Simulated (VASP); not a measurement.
A run of VASP 6.6.1:

Contents of INCAR:

```
SYSTEM = C
  PREC = Accurate
  ENCUT = 520
  EDIFF = 1E-7
  ISMEAR = 0
  SIGMA = 0.02
  LREAL = .False.
  LASPH = .True.
  NELM = 80
  ALGO = Fast
  ISIF = 2
  LWAVE = .False.
  LCHARG = .False.
  GGA = PE
```

File KPOINTS:

```
Automatic mesh
0
Gamma
  14 14 14
  0 0 0
```

Contents of POSCAR:

```
C                                       
1.0
    0.0000000000      1.7867104381      1.7867104381
    1.7867104381      0.0000000000      1.7867104381
    1.7867104381      1.7867104381      0.0000000000
  C             
     2
Direct
     0.0000000000000000    0.0000000000000000    0.0000000000000000
     0.2500000000000000    0.2500000000000000    0.2500000000000000
```

Contents of KPOINTS_OPT:

```
path GXWKGLUWLK,UX
10
line-mode
reciprocal
 0.0000000000  0.0000000000  0.0000000000  G
 0.5000000000  0.0000000000  0.5000000000  X

 0.5000000000  0.0000000000  0.5000000000  X
 0.5000000000  0.2500000000  0.7500000000  W

 0.5000000000  0.2500000000  0.7500000000  W
 0.3750000000  0.3750000000  0.7500000000  K

 0.3750000000  0.3750000000  0.7500000000  K
 0.0000000000  0.0000000000  0.0000000000  G

 0.0000000000  0.0000000000  0.0000000000  G
 0.5000000000  0.5000000000  0.5000000000  L

 0.5000000000  0.5000000000  0.5000000000  L
 0.6250000000  0.2500000000  0.6250000000  U

 0.6250000000  0.2500000000  0.6250000000  U
 0.5000000000  0.2500000000  0.7500000000  W

 0.5000000000  0.2500000000  0.7500000000  W
 0.5000000000  0.5000000000  0.5000000000  L

 0.5000000000  0.5000000000  0.5000000000  L
 0.3750000000  0.3750000000  0.7500000000  K

 0.6250000000  0.2500000000  0.6250000000  U
 0.5000000000  0.0000000000  0.5000000000  X
```

Potentials or basis: VASP PAW PBE potentials, release 64 (C).

Run with:

```console
$ cat potpaw_PBE.64/C/POTCAR > POTCAR
$ mpirun -np 1 vasp_std > vasp.out
```

Hardware: 1 thread of AMD EPYC 7R13 Processor (Zen 3) (shared host).

Problem. How long does it take, and how much memory?

Solution. Wall time 14 s on 1 thread of AMD EPYC 7R13 Processor (Zen 3), with other jobs on the host, peak memory 0.1 GiB. Counts: scf iterations 21, k points 104.
